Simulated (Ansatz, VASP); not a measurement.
Two plane-wave programs on TaGeI

```xyz
6
Lattice="3.6409 0.0000 0.0000 0.0000 3.6409 0.0000 0.0000 0.0000 10.8345" Properties=species:S:1:pos:R:3 pbc="T T T"
Ta    1.8205    0.0000    1.9791
Ta    0.0000    1.8205    8.8554
Ge    1.8205    1.8205    0.0000
Ge    0.0000    0.0000    0.0000
I     1.8205    0.0000    7.3193
I     0.0000    1.8205    3.5152
```

Change from the starting cell: species swapped into the MnCoSb type (P4/nmm, No. 129).

Alike in both runs: task relaxation of cell and atoms; functional PBE; k mesh 10 × 10 × 4; occupations gaussian, width 0.1 eV; no spin polarisation.

|  | VASP | Ansatz |
| --- | --- | --- |
| version | VASP 6.6.1 | Ansatz 0.2.0 |
| potentials or method | VASP PAW PBE potentials, release 64 (Ta_pv, Ge_d, I) | scalar-relativistic, plane waves, PAW |
| plane-wave cutoff (eV) | 600 | 420 |
| valence electrons in the cell | 64 | 88 |

Ansatz gave:

* gap on the k mesh at the Fermi level, each at its own relaxed structure (eV): none
* relaxed volume (Å³/atom): 23.92
* relaxed cell length with the largest relative difference (Å): 3.640

Estimate VASP's values.

gap on the k mesh at the Fermi level, each at its own relaxed structure (eV): none; relaxed volume (Å³/atom): 23.94; relaxed cell length with the largest relative difference (Å): 3.641.

A gap of «none» marks a metal or a gap that the smearing closes. The two sets of potentials don't hold the same shells in valence.

Caveats: the relaxation stopped at its first step, so nothing moved; this functional lacks dispersion, which binds the layers, so the pressure and a relaxed spacing across them are unreliable. The runs have no spin-orbit coupling, so splittings on I, Ta are missing.
